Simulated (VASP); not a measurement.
A run of VASP 6.6.1 is set up as follows.

The input INCAR:

```
ALGO = Normal ; EDIFF = 1E-6
ENCUT = 520 ; GGA = PE
ISIF = 2 ; ISMEAR = 0
ISPIN = 2 ; LASPH = T
LCHARG = F ; LDAU = T
LDAUJ = 0 0 ; LDAUL = 2 -1
LDAUPRINT = 1 ; LDAUTYPE = 2
LDAUU = 3 0 ; LMAXMIX = 4
LORBIT = 11 ; LREAL = F
LWAVE = F ; MAGMOM = 0.5 0 0
NBANDS = 23 ; NELM = 80
PREC = Accurate ; SIGMA = 0.05
```

The input KPOINTS:

```
k-points
0
Gamma
  6 6 6
```

Contents of POSCAR:

```
PtF2
1.0
    0.0000000000      2.5525506100      2.5525506100
    2.5525506100      0.0000000000      2.5525506100
    2.5525506100      2.5525506100      0.0000000000
Pt F
1 2
Direct
    0.0000000000      0.0000000000      0.0000000000
    0.2500000000      0.2500000000      0.2500000000
    0.7500000000      0.7500000000      0.7500000000
```

Potentials or basis: VASP PAW PBE potentials, release 64 (Pt, F).

Launch:

```console
$ cat potpaw_PBE.64/Pt/POTCAR potpaw_PBE.64/F/POTCAR > POTCAR
$ mpirun -np 1 vasp_std > vasp.out
```

Estimate the site moments.

Pt +1.59; F +0.22 μB.

Predict the pressure.

35.8 GPa.

Estimate the band gap on the k mesh.

none (metal or under the smearing width).

What does it give for the net moment?

2.01 μB per cell.

Eigenvalues of the final occupation matrices:
| site | spin | trace | eigenvalues |
| --- | --- | --- | --- |
| site 1 d | 1 | 4.93 | 0.95 0.95 1.01 1.01 1.01 |
| site 1 d | 2 | 3.35 | 0.49 0.49 0.49 0.94 0.94 |

Caveat: a pressure of tens of GPa on the cell as given is suspect, and the run, the potentials or the cell itself is likely at fault. The state reached can hang on the start; a lower one may exist.
